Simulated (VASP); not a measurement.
Data:

```xyz
3
Lattice="1.6560 -2.8683 0.0000 1.6560 2.8683 0.0000 0.0000 0.0000 5.4318" Properties=species:S:1:pos:R:3 pbc="T T T"
Ti     0.0000     0.0000     0.0000
S      1.6560     0.9561     1.4235
S      1.6560    -0.9561     4.0082
```

Method: LDA (Ceperley-Alder, Perdew-Zunger) with spin-orbit coupling, VASP's LDA PAW potentials (set 64) (plane waves; VASP 6.6.1). Settings: 400 eV cut-off, 10×10×5 Γ-centred mesh, Gaussian smearing of 0.050 eV, potentials Ti_sv S.

### Question
Give the energies of bands 17 to 30 at the high-symmetry points, in eV from the Fermi level.

### Answer

| band | Γ | M | K | A | L | H |
|---|---|---|---|---|---|---|
| 17 | -2.80 | -3.19 | -4.47 | -2.75 | -3.06 | -3.95 |
| 18 | -2.80 | -3.19 | -4.47 | -2.75 | -3.06 | -3.95 |
| 19 | 0.19 | -3.06 | -2.88 | -2.72 | -2.98 | -3.50 |
| 20 | 0.19 | -3.06 | -2.88 | -2.72 | -2.98 | -3.50 |
| 21 | 0.31 | -2.67 | -2.87 | -0.08 | -1.14 | -2.28 |
| 22 | 0.31 | -2.67 | -2.87 | -0.08 | -1.14 | -2.28 |
| 23 | 0.32 | -1.67 | -2.38 | 0.00 | -1.05 | -2.27 |
| 24 | 0.32 | -1.67 | -2.38 | 0.00 | -1.05 | -2.27 |
| 25 | 0.53 | 0.12 | 1.34 | 0.49 | -0.27 | 1.36 |
| 26 | 0.53 | 0.12 | 1.34 | 0.49 | -0.27 | 1.36 |
| 27 | 0.53 | 1.74 | 2.01 | 0.50 | 1.73 | 1.48 |
| 28 | 0.53 | 1.74 | 2.01 | 0.50 | 1.73 | 1.48 |
| 29 | 0.80 | 2.23 | 2.04 | 1.66 | 2.19 | 1.51 |
| 30 | 0.80 | 2.23 | 2.04 | 1.66 | 2.19 | 1.51 |

It has no gap at this level: it comes out as a metal or semimetal.

The compound is TiS2 in the 1T layered structure. It was relaxed first, which changed the volume by -10 %.
